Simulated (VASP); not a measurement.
Crystal: BaTiH3.

```xyz
5
Lattice="3.5162 0.0000 0.0000 0.0000 3.5162 0.0000 0.0000 0.0000 3.5162" Properties=species:S:1:pos:R:3 pbc="T T T"
Ba    1.7581    1.7581    1.7581
Ti    0.0000    0.0000    0.0000
H     1.7581    0.0000    0.0000
H     0.0000    1.7581    0.0000
H     0.0000    0.0000    1.7581
```

The cell was built by a generator and needn't be a form met in nature.

```yaml
Program: VASP 6.6.1
Task: relaxation of cell and atoms
Functional: PBEsol
Potentials_or_basis: VASP PAW PBE potentials, release 64 (Ba_sv, Ti_sv, H)
Cutoff: 600 eV
k_mesh: 8 × 8 × 8
Occupations: gaussian, width 0.03 eV
Spin: no spin polarisation
```

At the start: pressure 50.7 GPa; volume 8.69 Å³/atom.

**Question.** How do energy, volume and symmetry change on relaxing?

**Answer.** Over 4 steps the energy falls by 492.6 meV/atom and the volume is 12.98 Å³/atom (+49.3 %); space group Pm-3m (No. 221, to 0.05 Å).

Step by step:
| step | energy change (eV) | largest force (eV/Å) | pressure (GPa) | volume (Å³) |
| --- | --- | --- | --- | --- |
| 1 | 0.0000 | 0.0000 | 50.75 | 43.47 |
| 2 | -2.4544 | 0.0000 | 1.60 | 63.20 |
| 3 | -2.4618 | 0.0000 | -0.53 | 65.48 |
| 4 | -2.4628 | 0.0000 | 0.00 | 64.89 |

Final structure:
```cif
data_structure
_symmetry_space_group_name_H-M 'P 1'
_symmetry_Int_Tables_number 1
_cell_length_a 4.0185
_cell_length_b 4.0185
_cell_length_c 4.0185
_cell_angle_alpha 90.000
_cell_angle_beta 90.000
_cell_angle_gamma 90.000
_cell_volume 64.89
loop_
_atom_site_label
_atom_site_type_symbol
_atom_site_fract_x
_atom_site_fract_y
_atom_site_fract_z
_atom_site_occupancy
Ba1 Ba 0.50000 0.50000 0.50000 1
Ti1 Ti 0.00000 0.00000 0.00000 1
H1 H 0.50000 0.00000 0.00000 1
H2 H 0.00000 0.50000 0.00000 1
H3 H 0.00000 0.00000 0.50000 1
```

Caveat: the volume moved by over 15 % at a fixed basis, so the end points are rough; the PAW data sets were made with another functional, which shifts forces and pressure a little.
